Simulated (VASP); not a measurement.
OSZICAR of a VASP run on Zr (hcp):

**OSZICAR**
```
       N       E                     dE             d eps       ncg     rms          rms(c)
DAV:   1     0.149356261387E+03    0.14936E+03   -0.12389E+04  3840   0.127E+03
DAV:   2    -0.432682542413E+02   -0.19262E+03   -0.19100E+03  4824   0.385E+02
DAV:   3    -0.586017507903E+02   -0.15333E+02   -0.15212E+02  7416   0.724E+01
DAV:   4    -0.589206124069E+02   -0.31886E+00   -0.31883E+00  4128   0.126E+01
DAV:   5    -0.589312289963E+02   -0.10617E-01   -0.10617E-01  5936   0.153E+00    0.177E+01
DAV:   6    -0.473410300833E+02    0.11590E+02   -0.10682E+01  4800   0.227E+01    0.453E+00
DAV:   7    -0.439205601645E+02    0.34205E+01   -0.16769E+00  4208   0.117E+01    0.132E+00
DAV:   8    -0.457807575001E+02   -0.18602E+01   -0.73214E-01  3944   0.948E+00    0.777E-01
DAV:   9    -0.449859492807E+02    0.79481E+00   -0.11240E+00  3840   0.102E+01    0.713E-01
DAV:  10    -0.449605251758E+02    0.25424E-01   -0.25534E-01  4120   0.397E+00    0.737E-01
DAV:  11    -0.455004726199E+02   -0.53995E+00   -0.32454E-01  4240   0.415E+00    0.360E-01
DAV:  12    -0.454974261190E+02    0.30465E-02   -0.11489E-02  5776   0.938E-01    0.254E-01
DAV:  13    -0.455049527343E+02   -0.75266E-02   -0.45770E-03  3936   0.583E-01    0.100E-01
DAV:  14    -0.455021059261E+02    0.28468E-02   -0.11980E-03  4800   0.294E-01    0.766E-02
DAV:  15    -0.455012885967E+02    0.81733E-03   -0.42270E-03  3952   0.503E-01    0.370E-02
DAV:  16    -0.455016784850E+02   -0.38989E-03   -0.71980E-04  5080   0.194E-01    0.284E-02
DAV:  17    -0.455016965064E+02   -0.18021E-04   -0.89723E-06  3240   0.207E-02    0.286E-02
DAV:  18    -0.455017664933E+02   -0.69987E-04   -0.39761E-05  3168   0.499E-02    0.230E-02
DAV:  19    -0.455017080908E+02    0.58403E-04   -0.70943E-05  3632   0.684E-02    0.129E-02
DAV:  20    -0.455016847084E+02    0.23382E-04   -0.70424E-06  2184   0.243E-02    0.139E-02
DAV:  21    -0.455016838435E+02    0.86495E-06   -0.10529E-06  2072   0.104E-02
   1 F= -.45501684E+02 E0= -.45502004E+02  d E =-.455017E+02
```

**Question.** Which electronic solver shows in the log?

**Answer.** It is blocked Davidson (ALGO = Normal, or the opening steps of other solvers). The INCAR had ALGO = Normal.

**Question.** Can the final energy be trusted as converged?

**Answer.** The calculation finished and met its thresholds. It stopped with EDIFF = 1E-5, NELM = 100, NSW = 20 and EDIFFG = -0.03 after 1 ionic step (r2SCAN meta-GGA, plane waves, VASP's PBE PAW potentials (set 64)).

The compound is Zr in the hcp structure. It was relaxed first.
